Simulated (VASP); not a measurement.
Calculation: r2SCAN meta-GGA, VASP's PBE PAW potentials (set 64) (plane waves; VASP 6.6.1).

VASP input:

POSCAR:
```
Eu
1
   -2.1716490639     2.1716490639     2.1716490639
    2.1716490639    -2.1716490639     2.1716490639
    2.1716490639     2.1716490639    -2.1716490639
Eu
1
Direct
  0.0000000000   0.0000000000   0.0000000000
```

INCAR:
```
# general
SYSTEM =Eu
PREC   =Accurate
ENCUT  =480
LREAL  =F
LASPH  =T

# electronic loop
EDIFF  =1E-7
NELM   =100
ALGO   =Normal
LMAXMIX=6
LMIXTAU=T

# smearing
ISMEAR =1
SIGMA  =0.1

# functional
METAGGA=R2SCAN

# ions
IBRION =2
NSW    =40
ISIF   =3
EDIFFG =-0.01
PSTRESS=10

# output
LWAVE  =F
LCHARG =F
```

### KPOINTS
```
K-points
0
Gamma
10 10 10
```

POTCAR, in this order: Eu_2 (PBE.64 set). Program: vasp_std.

What VASP printed:

### OUTCAR
```
 ion  position               nearest neighbor table
   1  0.000  0.000  0.000-
  LATTYP: Found a body centered cubic cell.
 ALAT       =     4.3432981278
 Subroutine PRICEL returns:
 Original cell was already a primitive cell.
 Subroutine GETGRP returns: Found 48 space group operations
The static configuration has the point symmetry O_h .
The dynamic configuration has the point symmetry O_h .
 Subroutine INISYM returns: Found 48 space group operations
 Subroutine IBZKPT returns following result:
 Found     47 irreducible k-points:

 Following reciprocal coordinates:
            Coordinates               Weight
  0.000000  0.000000  0.000000      1.000000
  0.100000  0.000000  0.000000     12.000000
  0.200000  0.000000  0.000000     12.000000
  0.300000  0.000000  0.000000     12.000000
  0.400000  0.000000  0.000000     12.000000
  0.500000  0.000000  0.000000      6.000000
  0.100000  0.100000  0.000000     24.000000
  0.200000  0.100000  0.000000     48.000000
  0.300000  0.100000 -0.000000     48.000000
  0.400000  0.100000 -0.000000     48.000000
...
```

File OSZICAR:
```
       N       E                     dE             d eps       ncg     rms          rms(c)
DAV:   1    -0.169774766764E+02   -0.16977E+02   -0.37952E+03   760   0.816E+02
DAV:   2    -0.274358775337E+02   -0.10458E+02   -0.10240E+02  1120   0.106E+02
DAV:   3    -0.275917860827E+02   -0.15591E+00   -0.14815E+00   952   0.978E+00
DAV:   4    -0.275937264381E+02   -0.19404E-02   -0.18994E-02  1272   0.144E+00
DAV:   5    -0.275937311281E+02   -0.46900E-05   -0.46901E-05   976   0.530E-02    0.868E+00
DAV:   6    -0.270215818902E+02    0.57215E+00   -0.39547E-01  1008   0.714E+00    0.462E+00
DAV:   7    -0.271691667691E+02   -0.14758E+00   -0.13498E-01  1072   0.414E+00    0.769E-01
DAV:   8    -0.270764242027E+02    0.92743E-01   -0.96593E-02  1112   0.348E+00    0.100E-01
DAV:   9    -0.271663141276E+02   -0.89890E-01   -0.18967E-02   776   0.182E+00    0.639E-02
DAV:  10    -0.271736349712E+02   -0.73208E-02   -0.34962E-04  1280   0.227E-01    0.762E-02
DAV:  11    -0.271390285845E+02    0.34606E-01   -0.52887E-03   752   0.860E-01    0.345E-02
DAV:  12    -0.271441865120E+02   -0.51579E-02   -0.55989E-04   760   0.254E-01    0.546E-02
DAV:  13    -0.271365033026E+02    0.76832E-02   -0.27981E-03   752   0.560E-01    0.683E-02
DAV:  14    -0.271365146832E+02   -0.11381E-04   -0.76016E-05  1392   0.951E-02    0.578E-02
DAV:  15    -0.271365197272E+02   -0.50440E-05   -0.38592E-07   904   0.743E-03    0.570E-02
DAV:  16    -0.271365250843E+02   -0.53571E-05   -0.16617E-05  1144   0.518E-02    0.379E-02
DAV:  17    -0.271365295030E+02   -0.44186E-05   -0.24258E-06  1216   0.183E-02    0.215E-02
DAV:  18    -0.271365297429E+02   -0.23991E-06   -0.46434E-08   544   0.256E-03    0.223E-02
DAV:  19    -0.271365295487E+02    0.19419E-06   -0.31238E-06  1008   0.228E-02    0.431E-03
DAV:  20    -0.271365284139E+02    0.11348E-05   -0.13930E-06  1192   0.114E-02    0.115E-03
DAV:  21    -0.271365285139E+02   -0.99976E-07   -0.33345E-08   416   0.240E-03
   1 F= -.26880836E+02 E0= -.26880479E+02  d E =-.268808E+02
```

File OUTCAR:
```
------------------------ aborting loop because EDIFF is reached ----------------------------------------
  FORCE on cell =-STRESS in cart. coord.  units (eV):
  Direction    XX          YY          ZZ          XY          YZ          ZX
  --------------------------------------------------------------------------------------
  Total        0.2540755      0.2540755      0.2540755     -0.0000000      0.0000000      0.0000000
  in kB        9.9367517      9.9367517      9.9367517     -0.0000000      0.0000000      0.0000000
  external PRESSURE =      -0.0632483 kB  Pullay stress =      10.0000000 kB
  volume of cell :       40.97
      direct lattice vectors                 reciprocal lattice vectors
    -2.171649064  2.171649064  2.171649064     0.000000000  0.230239779  0.230239779
     2.171649064 -2.171649064  2.171649064     0.230239779  0.000000000  0.230239779
     2.171649064  2.171649064 -2.171649064     0.230239779  0.230239779  0.000000000
 POSITION                                       TOTAL-FORCE (eV/Angst)
 -----------------------------------------------------------------------------------
      0.00000      0.00000      0.00000         0.000000     -0.000000      0.000000
 -----------------------------------------------------------------------------------
    total drift:                               -0.000000      0.000000      0.000000
  FREE ENERGIE OF THE ION-ELECTRON SYSTEM (eV)
  ---------------------------------------------------
  free  energy   TOTEN  =       -27.1365285139 eV

  energy  without entropy=      -27.1354582722  energy(sigma->0) =      -27.13617177
  enthalpy is  TOTEN    =       -26.8808358051 eV   P V=        0.2556927088

 reached required accuracy - stopping structural energy minimisation
```
(Selected blocks of OUTCAR.)

The 4f electrons are frozen in the core of the lanthanide potential, so 4f levels, which can set the real gap, and their magnetism are missing.

The compound is Eu in the bcc structure. It was relaxed first under an external pressure of 1 GPa.
